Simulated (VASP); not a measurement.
Computed with PBE GGA, VASP's PBE PAW potentials (set 64) (plane waves; VASP).

Input for VASP

KPOINTS:
```
K-points
0
gamma
 12 12 12
0 0 0
```

INCAR:
```
# general
SYSTEM  = CuZn
PREC    = Accurate
ENCUT   = 480
LREAL   = .FALSE.
LASPH   = .TRUE.

# electronic loop
EDIFF   = 1E-7
NELM    = 100
ALGO    = Normal
LMAXMIX = 4

# smearing
ISMEAR  = 1
SIGMA   = 0.1

# functional
GGA     = PE

# ions
ISIF    = 2

# output
LWAVE   = .FALSE.
LCHARG  = .FALSE.
```

### POSCAR
```
CuZn
3.078980
  1.0000000910   0.0000000000   0.0000000000
  0.0000000000   1.0000000910   0.0000000000
  0.0000000000   0.0000000000   1.0000000910
Zn Cu
1 1
Direct
  0.5000000000   0.5000000000   0.5000000000
  0.0000000000   0.0000000000   0.0000000000
```

POTCAR, in this order: Zn Cu (PBE.64 set). Program: vasp_std.

Q: Estimate the energy per atom (σ→0), pressure, band gap (on the k-mesh).

A: 
The energy per atom (σ→0) is -2.457 eV/atom and the band gap (on the k-mesh) is none (metal, semimetal or under 0.01 eV). The pressure comes out as -9.36 GPa.

**OSZICAR**
```
...
DAV:   7    -0.491742388098E+01    0.99508E+00   -0.38088E+00  2610   0.898E+01    0.183E+00
DAV:   8    -0.492266296902E+01   -0.52391E-02   -0.24845E-01  3532   0.789E+00    0.110E+00
DAV:   9    -0.491357670275E+01    0.90863E-02   -0.34935E-02  2845   0.448E+00    0.824E-02
DAV:  10    -0.491358733758E+01   -0.10635E-04   -0.15935E-03  3526   0.999E-01    0.450E-02
DAV:  11    -0.491355882949E+01    0.28508E-04   -0.18985E-04  3324   0.351E-01    0.160E-02
DAV:  12    -0.491355877230E+01    0.57193E-07   -0.71293E-06  2989   0.368E-02    0.245E-03
DAV:  13    -0.491355870320E+01    0.69092E-07   -0.45240E-07  3089   0.174E-02
   1 F= -.49135587E+01 E0= -.49135557E+01  d E =-.887674E-05
```

The compound is CuZn in the CsCl type structure. This cell was strained or had an atom moved on purpose. The electron count is odd and the run is not spin-polarised, which forces a metal.
